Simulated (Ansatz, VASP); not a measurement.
# BiAs: VASP beside Ansatz

One calculation is typed for both programs; each brings its own data sets and cutoff. How far apart do they land? The cell is invented: As first built, before any earlier steps moved the atoms (in the runner's words): it takes the AsP structure with some of its atoms replaced by other elements, volume scaled by an estimate. It may not be a known or stable phase. The cell is taken from a series of VASP runs on this material, whose earlier steps may have relaxed, scaled or displaced it; both programs get it as it stands.

Program: Ansatz 0.2.0. Level of theory: plane waves, with VASP 6.6.1 beside it; band structure at r2SCAN0. Results are calculated unless marked as measured.

## Step 1: The starting structure

The structure is trigonal, space group R3m (No. 160). Conventional cell: a = 4.253 Å, b = 4.253 Å, c = 11.048 Å, α = 90.00°, β = 90.00°, γ = 120.00°. Bi has 6 As at 2.85 to 3.33 Å nearest. Nearest to As lie 6 Bi at 2.85 to 3.33 Å. As first built, before any earlier steps moved the atoms (in the runner's words): sites of the AsP structure (space group 160) filled with other elements, volume scaled by an estimate. Farther neighbours are not listed.

As a file:

```xyz
2
Lattice="2.1264 1.2277 3.6826 -2.1264 1.2277 3.6826 0.0000 -2.4554 3.6826" Properties=species:S:1:pos:R:3 pbc="T T T"
Bi    0.0000    0.0000    2.5609
As    0.0000    0.0000    8.4869
```

## Step 2: VASP: band structure, r2SCAN0

Levels along a path test the potential and the projectors away from the mesh points.

Lines of VASP's logs that name or quote its potential files are left out, and so is its time.

The run reads the wave functions of an earlier VASP run, which isn't shown here.

File INCAR:

```
SYSTEM = BiAs
PREC = Accurate
ENCUT = 400
EDIFF = 1E-06
NELM = 100
ISMEAR = 0
SIGMA = 0.02
LREAL = .FALSE.
ALGO = Normal
LHFCALC = .TRUE.
AEXX = 0.25
METAGGA = R2SCAN
LASPH = .TRUE.
NBANDS = 16
PRECFOCK = Fast
HFRCUT = -1
LORBIT = 11
LWAVE = .FALSE.
LCHARG = .FALSE.
KPAR = 4
```

File POSCAR:

```
BiAs
1.0
    2.1264006924      1.2276782936      3.6825905750
   -2.1264006924      1.2276782936      3.6825905750
    0.0000000000     -2.4553565871      3.6825905750
Bi As
1 1
Direct
    0.2317986543      0.2317986543      0.2317986543
    0.7682013457      0.7682013457      0.7682013457
```

File KPOINTS:

```
Automatic mesh
0
Gamma
4 4 4
0 0 0
```

File KPOINTS_OPT:

```
Line mode
6
Line-mode
Reciprocal
  0.00000000   0.00000000   0.00000000 GAMMA
  0.50000000   0.00000000   0.00000000 L

  0.50000000   0.00000000   0.00000000 L
  0.50000000   0.24075861  -0.24075861 B1

  0.75924139   0.50000000   0.24075861 B
  0.50000000   0.50000000   0.50000000 Z

  0.50000000   0.50000000   0.50000000 Z
  0.00000000   0.00000000   0.00000000 GAMMA

  0.00000000   0.00000000   0.00000000 GAMMA
  0.37037930   0.00000000  -0.37037930 X

  0.62962070   0.37037930   0.00000000 Q
  0.50000000   0.50000000   0.00000000 F

  0.50000000   0.50000000   0.00000000 F
  0.62962070   0.62962070   0.24075861 P1

  0.62962070   0.62962070   0.24075861 P1
  0.50000000   0.50000000   0.50000000 Z

  0.50000000   0.00000000   0.00000000 L
  0.75924139   0.37037930   0.37037930 P
```

Potentials, in the order of the species: Bi_d and As (PBE family, release 64).

Run with:

```
$ mpirun -np 4 vasp_std
```

Numbers of over 12 decimals in the logs are rounded to 6 here.

The log of the run:

```text
[banner, memory and clock lines left out]
running    4 mpi-ranks, on    1 nodes
 distrk:  each k-point on    1 cores,    4 groups
 distr:  one band on    1 cores,    1 groups

 POSCAR found type information on POSCAR BiAs
 POSCAR found :  2 types and       2 ions
|                                                                             |
|               ----> ADVICE to this user running VASP <----                  |
|                                                                             |
|     You enforced a specific xc type in the INCAR file but a different       |
|     [... a line on the potential file left out ...]
|     I HOPE YOU KNOW WHAT YOU ARE DOING!                                     |
|                                                                             |

 LDA part: xc-table for (None), standard interpolation
 found WAVECAR, reading the header
 POSCAR, INCAR and KPOINTS ok, starting setup
 FFT: planning ... GRIDC
 FFT: planning ... GRID_SOFT
 FFT: planning ... GRID
 HFRCUT set to (new)   9.587571
 reading WAVECAR
 the WAVECAR file was read successfully
 initial charge from wavefunction
 entering main loop
       N       E                     dE             d eps       ncg     rms          rms(c)
DAV:   1    -0.603382079160E+02   -0.60338E+02   -0.69712E-01   424   0.891E+00    0.203E+00
DAV:   2    -0.603563959338E+02   -0.18188E-01   -0.74834E-02   560   0.115E+00    0.137E+00
DAV:   3    -0.603576134262E+02   -0.12175E-02   -0.10107E-02   672   0.402E-01    0.820E-01
DAV:   4    -0.603579122733E+02   -0.29885E-03   -0.31729E-03   568   0.197E-01    0.490E-01
DAV:   5    -0.603580919850E+02   -0.17971E-03   -0.10209E-03   576   0.132E-01    0.308E-01
DAV:   6    -0.603581203109E+02   -0.28326E-04   -0.25161E-04   624   0.725E-02    0.182E-01
DAV:   7    -0.603581215716E+02   -0.12607E-05   -0.81793E-05   576   0.420E-02    0.103E-01
DAV:   8    -0.603581231342E+02   -0.15626E-05   -0.25385E-05   584   0.223E-02    0.577E-02
DAV:   9    -0.603581236194E+02   -0.48515E-06   -0.61651E-06   552   0.125E-02
   1 F= -.60358124E+02 E0= -.60358124E+02  d E =-.215899E-22
 Start KPOINTS_OPT (optional k-point list driver)
k-point batch [1-13\54]
       N       E                     dE             ncg
DAV:   1    -0.492809729320E+03   -0.59755E+04      416
DAV:   2    -0.264556483242E+04   -0.21528E+04      448
DAV:   3    -0.281288681320E+04   -0.16732E+03      512
DAV:   4    -0.281778226025E+04   -0.48954E+01      544
DAV:   5    -0.281793539808E+04   -0.15314E+00      592
DAV:   6    -0.281794505574E+04   -0.96577E-02      664
DAV:   7    -0.281794517323E+04   -0.11749E-03      576
DAV:   8    -0.281794517422E+04   -0.98911E-06      424
[...]
k-point batch [53-54\54]
       N       E                     dE             ncg
DAV:   1     0.574826658130E+04   -0.13457E+04       64
DAV:   2     0.541479167945E+04   -0.33347E+03       72
DAV:   3     0.539057606426E+04   -0.24216E+02       72
DAV:   4     0.538991584868E+04   -0.66022E+00       80
DAV:   5     0.538989426388E+04   -0.21585E-01       80
DAV:   6     0.538989281716E+04   -0.14467E-02       96
DAV:   7     0.538989279919E+04   -0.17967E-04       80
DAV:   8     0.538989279902E+04   -0.16603E-06       64
```

Parts of OUTCAR (step 2):

```text
ion  position               nearest neighbor table
   1  0.232  0.232  0.232-   2 2.85   2 2.85   2 2.85   2 3.33   2 3.33   2 3.33
   2  0.768  0.768  0.768-   1 2.85   1 2.85   1 2.85   1 3.33   1 3.33   1 3.33

  LATTYP: Found a trigonal (rhomboedric) cell.
 ALAT       =     4.4260871252
 COS(alpha) =     0.5383844660

 Subroutine GETGRP returns: Found  6 space group operations
 (whereof  6 operations were pure point group operations)

The static configuration has the point symmetry C_3v.

 Found     13 irreducible k-points:

   k-points           NKPTS =     13   k-points in BZ     NKDIM =     64   number of bands    NBANDS=     16

   dimension x,y,z NGX =    30 NGY =   30 NGZ =   30
   dimension x,y,z NGXF=    60 NGYF=   60 NGZF=   60

   ENCUT  =  400.0 eV  29.40 Ry    5.42 a.u.   7.22  7.22  7.22*2*pi/ulx,y,z

   NELECT =      20.0000    total number of electrons

 k-points in reciprocal lattice and weights: Automatic mesh
   0.00000000  0.00000000  0.00000000       0.016
   0.25000000 -0.00000000  0.00000000       0.094
   0.50000000 -0.00000000  0.00000000       0.047
   0.25000000  0.25000000  0.00000000       0.094
   0.50000000  0.25000000 -0.00000000       0.188
  -0.25000000  0.25000000  0.00000000       0.094
   0.50000000  0.50000000  0.00000000       0.047
   0.25000000  0.25000000  0.25000000       0.031
   0.50000000  0.25000000  0.25000000       0.094
  -0.25000000  0.25000000  0.25000000       0.094
   0.50000000  0.50000000  0.25000000       0.094
  -0.25000000  0.50000000  0.25000000       0.094
   0.50000000  0.50000000  0.50000000       0.016

  exchange ACFDT corr.  =         0.00000000  see jH, gK, PRB 81, 115126

 average (electrostatic) potential at core
       1-103.8455       2 -48.1236

 E-fermi :   4.9752

 k-point     1 :       0.0000    0.0000    0.0000
  band No.  band energies     occupation
    ...
      6     -10.4231      2.00000
      7      -2.3132      2.00000
      8       3.1106      2.00000
      9       3.1965      2.00000
     10       3.1965      2.00000
     11       8.8464      0.00000
     12       9.7041      0.00000
     13       9.7041      0.00000
     14      12.9057      0.00000
     15      12.9057      0.00000
    ...

 k-point     2 :       0.2500   -0.0000    0.0000
  band No.  band energies     occupation
    ...
      6      -9.5694      2.00000
      7      -4.2004      2.00000
      8       3.1323      2.00000
      9       3.1460      2.00000
     10       3.9219      2.00000
     11       7.4609      0.00000
     12       8.1542      0.00000
     13       8.3337      0.00000
     14      12.4010      0.00000
     15      13.3586      0.00000
    ...

 k-point     3 :       0.5000   -0.0000    0.0000
  band No.  band energies     occupation
    ...
      6      -7.8252      2.00000
      7      -6.9038      2.00000
      8       3.1217      2.00000
      9       3.2113      2.00000
     10       4.8415      2.00000
     11       5.8663      0.00000
     12       6.8373      0.00000
     13       7.3043      0.00000
     14      15.0795      0.00000
     15      16.1129      0.00000
    ...

  energy-cutoff  :      400.00
  volume of cell :       57.68
      direct lattice vectors                 reciprocal lattice vectors
     2.126400692  1.227678294  3.682590575     0.235139126  0.135757606  0.090515990
    -2.126400692  1.227678294  3.682590575    -0.235139126  0.135757606  0.090515990
     0.000000000 -2.455356587  3.682590575     0.000000000 -0.271515213  0.090515990

 POSITION                                       TOTAL-FORCE (eV/Angst)
 -----------------------------------------------------------------------------------
      0.00000      0.00000      2.56086         0.000000     -0.000000     -0.599915
      0.00000      0.00000      8.48691         0.000000      0.000000      0.599915
 -----------------------------------------------------------------------------------
    total drift:                               -0.000000      0.000020     -0.007949

  FREE ENERGIE OF THE ION-ELECTRON SYSTEM (eV)
  ---------------------------------------------------
  free  energy   TOTEN  =       -60.3581236194 eV

  energy  without entropy=      -60.3581236194  energy(sigma->0) =      -60.35812362

 total charge
# of ion       s       p       d       tot
------------------------------------------
    1        1.582   1.214   9.931  12.728
    2        1.296   1.450   0.024   2.769
--------------------------------------------------
tot          2.878   2.664   9.955  15.497

[... 3 further parts left out ...]
```

(Part 1 of 2 ends here.)

[Lines on the potential files, build, host, timing and source positions are cut from VASP's logs without a mark.]

[Logs are printed without paths, hosts, clocks, repeated set-up lines and the standing remarks that a program may print on its own settings, such as how far it seeks lower states.]

[Hosts, paths, dates, database ids (printed as entryN), source tags and the programs' standing remarks are cut or masked in the printed files.]
